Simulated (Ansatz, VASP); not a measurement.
**One calculation of AgRh, two programs**

INCAR

```
SYSTEM = AgRh
PREC     = Accurate       ! precision mode
ENCUT    = 520            ! plane-wave cutoff, eV
EDIFF    = 1E-6           ! SCF threshold, eV
ISMEAR   = -1             ! smearing method
SIGMA    = 0.05           ! smearing width, eV
LREAL    = .FALSE.        ! projectors in reciprocal space
LASPH    = .TRUE.         ! aspherical terms in the spheres
NELM     = 60             ! most SCF steps
ALGO     = Fast           ! electronic algorithm
ISIF     = 2              ! what is computed and relaxed
LWAVE    = .FALSE.        ! write WAVECAR
LCHARG   = .TRUE.         ! write CHGCAR
GGA      = PE             ! functional
LELF     = .TRUE.         ! ELF
LVHAR    = .TRUE.       
NBANDS   = 20             ! bands
```

Contents of KPOINTS:

```
regular mesh
0
G
  11 11 6
  0 0 0
```

File POSCAR:

```
AgRh
1.0
    2.7208868163      0.0000000000      0.0000000000
   -1.3604434081      2.3563571037      0.0000000000
    0.0000000000      0.0000000000      4.7104397215
Ag Rh
1 1
Direct
    0.0000000000      0.0000000000      0.5000000000
    0.6666666667      0.3333333333      0.0000000000
```

input.yaml

```yaml
crystal:
  lattice:
    - [2.7208868163, 0.0, 0.0]
    - [-1.3604434081, 2.3563571037, 0.0]
    - [0.0, 0.0, 4.7104397215]
  atoms:
    - { symbol: Ag, position: [0.0, 0.0, 0.5] }
    - { symbol: Rh, position: [0.6666666667, 0.3333333333, 0.0] }
hamiltonian:
  xc: pbe
  pseudopotentials: { kind: paw }
kpoints:
  mp_grid: { grid: [11, 11, 6] }
scf:
  occupations: { method: fermi_dirac, width: 0.05 }
output:
  forces: true
  stress: true
  eigenvalues: true
```

The cell comes from a database or a generator and needn't be the stable form of this composition.

Alike in both runs: task single point; functional PBE; k mesh 11 × 11 × 6; occupations fermi-dirac, width 0.05 eV; no spin polarisation.

```csv
,VASP,Ansatz
version,VASP 6.6.1,Ansatz 0.2.0
potentials or method,"VASP PAW PBE potentials, release 64 (Ag, Rh_pv)",Ansatz PAW
plane-wave cutoff (eV),520,420
valence electrons in the cell,26,36
```

Ansatz gave:

| Property | Result |
| --- | --- |
| gap on the k mesh at the Fermi level (eV) | none |
| pressure (GPa) | 8.4 |
| largest component of the traceless stress (GPa) | 1.83 |

Q: Which values does VASP return?

A: gap on the k mesh at the Fermi level (eV): none; pressure (GPa): 8.2; largest component of the traceless stress (GPa): 1.78.

A gap of «none» marks a metal or a gap that the smearing closes. The two sets of potentials don't hold the same shells in valence.
